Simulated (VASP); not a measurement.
Output of a VASP run:

**OUTCAR**
```
 ion  position               nearest neighbor table
   1  0.667  0.333  0.200-  16 2.45  16 2.45  16 2.45  11 2.45
   2  0.333  0.667  0.700-  15 2.45  15 2.45  15 2.45  12 2.45
   3  0.000  0.000  0.800-  17 2.45  12 2.45  12 2.45  12 2.45
   4  0.000  0.000  0.300-  18 2.45  11 2.45  11 2.45  11 2.45
   5  0.667  0.333  0.900-  17 2.45  17 2.45  17 2.45  20 2.46
   6  0.333  0.667  0.400-  18 2.45  18 2.45  18 2.45  19 2.46
   7  0.333  0.667  0.100-  16 2.45  13 2.45  13 2.45  13 2.45
   8  0.667  0.333  0.600-  15 2.45  14 2.45  14 2.45  14 2.45
   9  0.000  0.000  0.000-  20 2.45  20 2.45  20 2.45  13 2.45
  10  0.000  0.000  0.500-  19 2.45  19 2.45  19 2.45  14 2.45
  11  0.667  0.333  0.275-   1 2.45   4 2.45   4 2.45   4 2.45
  12  0.333  0.667  0.775-   2 2.45   3 2.45   3 2.45   3 2.45
  13  0.000  0.000  0.075-   9 2.45   7 2.45   7 2.45   7 2.45
  14  0.000  0.000  0.575-  10 2.45   8 2.45   8 2.45   8 2.45
  15  0.667  0.333  0.675-   2 2.45   2 2.45   2 2.45   8 2.45
  16  0.333  0.667  0.175-   1 2.45   1 2.45   1 2.45   7 2.45
  17  0.000  0.000  0.875-   3 2.45   5 2.45   5 2.45   5 2.45
  18  0.000  0.000  0.375-   4 2.45   6 2.45   6 2.45   6 2.45
  19  0.333  0.667  0.475-  10 2.45  10 2.45  10 2.45   6 2.46
  20  0.667  0.333  0.975-   9 2.45   9 2.45   9 2.45   5 2.46
  LATTYP: Found a hexagonal cell.
 ALAT       =     4.0027160000
 C/A-ratio  =     8.1796107943
 Subroutine PRICEL returns:
 Original cell was already a primitive cell.
 Subroutine GETGRP returns: Found 12 space group operations
The static configuration has the point symmetry C_3v.
 The point group associated with its full space group is C_6v.
The dynamic configuration has the point symmetry C_3v.
 Subroutine INISYM returns: Found 12 space group operations
 Subroutine IBZKPT returns following result:
 Found      5 irreducible k-points:

 Following reciprocal coordinates:
            Coordinates               Weight
  0.000000  0.000000  0.000000      1.000000
  0.200000  0.000000  0.000000      6.000000
  0.400000  0.000000  0.000000      6.000000
  0.200000  0.200000  0.000000      6.000000
  0.400000  0.200000  0.000000      6.000000
   k-points           NKPTS =      5   k-points in BZ     NKDIM =      5   number of bands    NBANDS=    108
   number of dos      NEDOS =    301   number of ions     NIONS =     20
   total plane-waves  NPLWV = 110592
   dimension x,y,z NGX =    24 NGY =   24 NGZ =  192
   dimension x,y,z NGXF=    48 NGYF=   48 NGZF=  384
   ions per type =              10  10
   PREC   = accura    normal or accurate (medium, high low for compatibility)
   ISTART =      0    job   : 0-new  1-cont  2-samecut
   ICHARG =      2    charge: 1-file 2-atom 10-const
   ISPIN  =      1    spin polarized calculation?
   LNONCOLLINEAR =      F non collinear calculations
   LSORBIT =      F    spin-orbit coupling
   INIWAV =      1    electr: 0-lowe 1-rand  2-diag
   ENCUT  =  300.0 eV  22.05 Ry    4.70 a.u.   5.65  5.65 46.24*2*pi/ulx,y,z
   NELM   =    100;   NELMIN=  2; NELMDL= -5     # of ELM steps
   EDIFF  = 0.1E-05   stopping-criterion for ELM
   LREAL  =      T    real-space projection
   NLSPLINE    = F    spline interpolate recip. space projectors
   LMAXMIX     =    4 max onsite mixed and CHGCAR
   VOSKOWN=      0    Vosko Wilk Nusair interpolation
   EDIFFG = 0.1E-04   stopping-criterion for IOM
   NSW    =      0    number of steps for IOM
   NBLOCK =      1;   KBLOCK =      1    inner block; outer block
   IBRION =     -1    ionic relax: 0-MD 1-quasi-New 2-CG
   NFREE  =      0    steps in history (QN), initial steepest desc. (CG)
   ISIF   =      2    stress and relaxation
   ISYM   =      2    0-nonsym 1-usesym 2-fastsym
   TEIN   =    0.0    initial temperature
   TEBEG  =    0.0;   TEEND  =   0.0 temperature during run
   SMASS  =  -3.00    Nose mass-parameter (am)
   PSTRESS=    0.0 pullay stress
   NELECT =     180.0000    total number of electrons
   EFERMI =   0.00;   METHOD = LEGACY
   ISMEAR =     0;   SIGMA  =   0.05  broadening in eV -4-tet -1-fermi 0-gaus
   IALGO  =     38    algorithm
   LDIAG  =      T    sub-space diagonalisation (order eigenvalues)
   IMIX   =      4    mixing-type and parameters
     AMIX     =   0.40;   BMIX     =  1.00
     AMIX_MAG =   1.60;   BMIX_MAG =  1.00
...
```

File OSZICAR:
```
       N       E                     dE             d eps       ncg     rms          rms(c)
DAV:   1     0.122789553363E+04    0.12279E+04   -0.58461E+04  1080   0.130E+03
DAV:   2     0.125226765706E+03   -0.11027E+04   -0.10522E+04  1096   0.345E+02
DAV:   3    -0.608965287505E+02   -0.18612E+03   -0.18297E+03  1200   0.135E+02
DAV:   4    -0.715628254177E+02   -0.10666E+02   -0.10581E+02  1228   0.333E+01
DAV:   5    -0.717896813954E+02   -0.22686E+00   -0.22647E+00  1256   0.497E+00    0.177E+01
DAV:   6    -0.672264337709E+02    0.45632E+01   -0.92620E+00  1596   0.384E+01    0.141E+01
DAV:   7    -0.675329974953E+02   -0.30656E+00   -0.10873E+01  1256   0.793E+00    0.549E+00
DAV:   8    -0.673615670446E+02    0.17143E+00   -0.12281E+00  1360   0.619E+00    0.124E+00
DAV:   9    -0.673641688553E+02   -0.26018E-02   -0.14849E-01  1368   0.352E+00    0.512E-01
DAV:  10    -0.673656103147E+02   -0.14415E-02   -0.13300E-02  1296   0.972E-01    0.366E-01
DAV:  11    -0.673659587057E+02   -0.34839E-03   -0.11083E-03  1208   0.163E-01    0.340E-01
DAV:  12    -0.673669015981E+02   -0.94289E-03   -0.38733E-04  1136   0.105E-01    0.109E-01
DAV:  13    -0.673673309978E+02   -0.42940E-03   -0.57587E-04  1152   0.117E-01    0.956E-02
DAV:  14    -0.673673348700E+02   -0.38722E-05   -0.29617E-05  1288   0.542E-02    0.727E-02
DAV:  15    -0.673673394843E+02   -0.46143E-05   -0.12492E-05  1248   0.406E-02    0.286E-02
DAV:  16    -0.673673412618E+02   -0.17775E-05   -0.93753E-06  1104   0.219E-02    0.676E-03
DAV:  17    -0.673673410706E+02    0.19117E-06   -0.64697E-07   736   0.888E-03
   1 F= -.67367341E+02 E0= -.67367341E+02  d E =-.115976E-11
```

File OUTCAR:
```
------------------------ aborting loop because EDIFF is reached ----------------------------------------
  FORCE on cell =-STRESS in cart. coord.  units (eV):
  Direction    XX          YY          ZZ          XY          YZ          ZX
  --------------------------------------------------------------------------------------
  Total      -17.9939920    -17.9939947    -18.4249876      0.0000000      0.0000000      0.0000000
  in kB      -63.4615200    -63.4615295    -64.9815628      0.0000000      0.0000000      0.0000000
  external PRESSURE =     -63.9682041 kB  Pullay stress =       0.0000000 kB
  volume of cell :      454.28
      direct lattice vectors                 reciprocal lattice vectors
     4.002716000  0.000000000  0.000000000     0.249830365  0.144239618  0.000000000
    -2.001358000  3.466454000  0.000000000     0.000000000  0.288479236  0.000000000
     0.000000000  0.000000000 32.740659000     0.000000000  0.000000000  0.030543063
  FREE ENERGIE OF THE ION-ELECTRON SYSTEM (eV)
  ---------------------------------------------------
  free  energy   TOTEN  =       -67.3673410706 eV

  energy  without entropy=      -67.3673410706  energy(sigma->0) =      -67.36734107
```
(Selected blocks of OUTCAR.)

File POSCAR:
```
ZnS
1
    4.0027160000     0.0000000000     0.0000000000
   -2.0013580000     3.4664540000     0.0000000000
    0.0000000000     0.0000000000    32.7406590000
Zn S
10 10
Direct
  0.6666670000   0.3333330000   0.2000000000
  0.3333330000   0.6666670000   0.7000000000
  0.0000000000   0.0000000000   0.8000000000
  0.0000000000   0.0000000000   0.3000000000
  0.6666670000   0.3333330000   0.9000000000
  0.3333330000   0.6666670000   0.4000000000
  0.3333330000   0.6666670000   0.1001000000
  0.6666670000   0.3333330000   0.6001000000
  0.0000000000   0.0000000000   0.0001000000
  0.0000000000   0.0000000000   0.5001000000
  0.6666670000   0.3333330000   0.2749000000
  0.3333330000   0.6666670000   0.7749000000
  0.0000000000   0.0000000000   0.0750000000
  0.0000000000   0.0000000000   0.5750000000
  0.6666670000   0.3333330000   0.6750000000
  0.3333330000   0.6666670000   0.1750000000
  0.0000000000   0.0000000000   0.8749000000
  0.0000000000   0.0000000000   0.3749000000
  0.3333330000   0.6666670000   0.4751000000
  0.6666670000   0.3333330000   0.9751000000
```

Question: Reconstruct the remaining input files.

Answer: One answer among several that fit: the input of the run itself, PBE GGA, plane waves, VASP's PBE PAW potentials (set 64).

**INCAR**
```
LMAXMIX = 4   ! l cut-off of mixed one-centre charges
NELM = 100
LASPH = .True.
SYSTEM = ZnS
LWAVE = .False.
GGA = PE   ! PBE
ISMEAR = 0   ! Gaussian
PREC = Accurate
ALGO = Normal   ! blocked Davidson
LCHARG = .False.
SIGMA = 0.05   ! width (eV)
LREAL = Auto   ! projection in real space or not
ENCUT = 300
EDIFF = 1E-6   ! SCF stop (eV)
ISIF = 2
```

File KPOINTS:
```
kpoints
0
gamma
 5 5 1
0 0 0
```

POTCAR, in this order: Zn S (PBE.64 set). Program: vasp_std.

At this cut-off the stress carries a Pulay error, which pulls relaxed volumes low.

The structure comes from a computed database's ZnS entry; how it stands against other phases isn't given here. The cell was not relaxed at this level, and its volume differs by +9.3 % from the start's.
